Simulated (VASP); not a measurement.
These are vdW-DF-cx, VASP's PBE PAW potentials (set 64) (plane waves; VASP) values and carry that method's errors.

A VASP calculation is set up with these files.

### KPOINTS
```
k-points along high-symmetry lines
15
Line-mode
Reciprocal
  0.000000   0.000000   0.000000 ! GAMMA
  0.500000   0.000000   0.500000 ! X

  0.500000   0.000000   0.500000 ! X
  0.625000   0.250000   0.625000 ! U

  0.375000   0.375000   0.750000 ! K
  0.000000   0.000000   0.000000 ! GAMMA

  0.000000   0.000000   0.000000 ! GAMMA
  0.500000   0.500000   0.500000 ! L

  0.500000   0.500000   0.500000 ! L
  0.500000   0.250000   0.750000 ! W

  0.500000   0.250000   0.750000 ! W
  0.500000   0.000000   0.500000 ! X
```

POSCAR:
```
AgCl
3.8690710
  0.0000000000   0.7071067357   0.7071067357
  0.7071067357   0.0000000000   0.7071067357
  0.7071067357   0.7071067357   0.0000000000
Ag Cl
1 1
Cartesian
  0.0000000000   0.0000000000   0.0000000000
  0.7071067357   0.7071067357   0.7071067357
```

INCAR:
```
! general
SYSTEM   = AgCl
PREC     = Accurate
ENCUT    = 520
LREAL    = F
LASPH    = T
ICHARG   = 11

! electronic loop
EDIFF    = 1E-7
NELM     = 100
ALGO     = Normal
LMAXMIX  = 4

! smearing
ISMEAR   = 0
SIGMA    = 0.05

! functional
GGA      = CX
LUSE_VDW = T
AGGAC    = 0.0

! output
LWAVE    = F
LCHARG   = F
LORBIT   = 11
```

POTCAR, in this order: Ag Cl (PBE.64 set). Program: vasp_std. Read from the step before: CHGCAR.

Output of the run:

**OUTCAR**
```
 ion  position               nearest neighbor table
   1  0.000  0.000  0.000-   2 2.74   2 2.74   2 2.74   2 2.74   2 2.74   2 2.74
   2  0.500  0.500  0.500-   1 2.74   1 2.74   1 2.74   1 2.74   1 2.74   1 2.74
  LATTYP: Found a face centered cubic cell.
 ALAT       =     5.4716923302
 Subroutine PRICEL returns:
 Original cell was already a primitive cell.
 Subroutine GETGRP returns: Found 48 space group operations
The static configuration has the point symmetry O_h .
The dynamic configuration has the point symmetry O_h .
 Subroutine INISYM returns: Found 48 space group operations
   k-points           NKPTS =     90   k-points in BZ     NKDIM =     90   number of bands    NBANDS=     13
   number of dos      NEDOS =    301   number of ions     NIONS =      2
   total plane-waves  NPLWV =  27000
   dimension x,y,z NGX =    30 NGY =   30 NGZ =   30
   dimension x,y,z NGXF=    60 NGYF=   60 NGZF=   60
   ions per type =               1   1
   PREC   = accura    normal or accurate (medium, high low for compatibility)
   ISTART =      0    job   : 0-new  1-cont  2-samecut
   ICHARG =     11    charge: 1-file 2-atom 10-const
   ISPIN  =      1    spin polarized calculation?
   LNONCOLLINEAR =      F non collinear calculations
   LSORBIT =      F    spin-orbit coupling
   INIWAV =      1    electr: 0-lowe 1-rand  2-diag
   ENCUT  =  520.0 eV  38.22 Ry    6.18 a.u.   7.19  7.19  7.19*2*pi/ulx,y,z
...
```

### OSZICAR
```
       N       E                     dE             d eps       ncg     rms          rms(c)
DAV:   1     0.106434920078E+03    0.10643E+03   -0.89851E+03  2412   0.125E+03
DAV:   2     0.300249325129E+01   -0.10343E+03   -0.96993E+02  2785   0.258E+02
DAV:   3    -0.855103178615E+00   -0.38576E+01   -0.38469E+01  2775   0.527E+01
DAV:   4    -0.884155650093E+00   -0.29052E-01   -0.29050E-01  2675   0.513E+00
DAV:   5    -0.884568625892E+00   -0.41298E-03   -0.41297E-03  2800   0.606E-01
DAV:   6    -0.884576286596E+00   -0.76607E-05   -0.76606E-05  2720   0.818E-02
DAV:   7    -0.884576449562E+00   -0.16297E-06   -0.16298E-06  2785   0.120E-02
DAV:   8    -0.884576452631E+00   -0.30689E-08   -0.30885E-08  1881   0.179E-03
   1 F= -.88457645E+00 E0= -.88457645E+00  d E =-.103222E-18
```

### OUTCAR
```
 val. band max:        4.2468442365   @ k =   0.5000   0.5000   0.5000

 cond. band min:       5.0608414520   @ k =   0.0000   0.0000   0.0000



 k-point     1 :       0.0000    0.0000    0.0000
  band No.  band energies     occupation
      1     -11.1397      2.00000
      2       1.6058      2.00000
      3       1.6058      2.00000
      4       1.6058      2.00000
      5       1.6591      2.00000
      6       1.6591      2.00000
      7       1.7630      2.00000
      8       1.7630      2.00000
      9       1.7630      2.00000
     10       5.0608      0.00000
     11      15.0404      0.00000
     12      15.0404      0.00000
     13      15.0404      0.00000

 k-point     2 :       0.0357    0.0000    0.0357
  band No.  band energies     occupation
      1     -11.1321      2.00000
      2       1.3240      2.00000
      3       1.5243      2.00000
      4       1.5243      2.00000
      5       1.6011      2.00000
      6       1.6617      2.00000
      7       1.8455      2.00000
      8       1.8455      2.00000
      9       2.0490      2.00000
     10       5.1587      0.00000
     11      14.8672      0.00000
     12      14.9753      0.00000
     13      14.9753      0.00000

 k-point     3 :       0.0714    0.0000    0.0714
  band No.  band energies     occupation
      1     -11.1096      2.00000
      2       0.9256      2.00000
      3       1.4010      2.00000
      4       1.4010      2.00000
      5       1.5872      2.00000
      6       1.6693      2.00000
      7       1.9714      2.00000
      8       1.9714      2.00000
      9       2.3109      2.00000
     10       5.4389      0.00000
     11      14.5142      0.00000
     12      14.8167      0.00000
     13      14.8167      0.00000

 k-point     4 :       0.1071    0.0000    0.1071
  band No.  band energies     occupation
      1     -11.0737      2.00000
      2       0.5387      2.00000
      3       1.2827      2.00000
      4       1.2827      2.00000
...
```

The density is held fixed in this step, so its total energy and stress have no physical meaning.

The compound is AgCl in the rock salt structure. It was relaxed first.
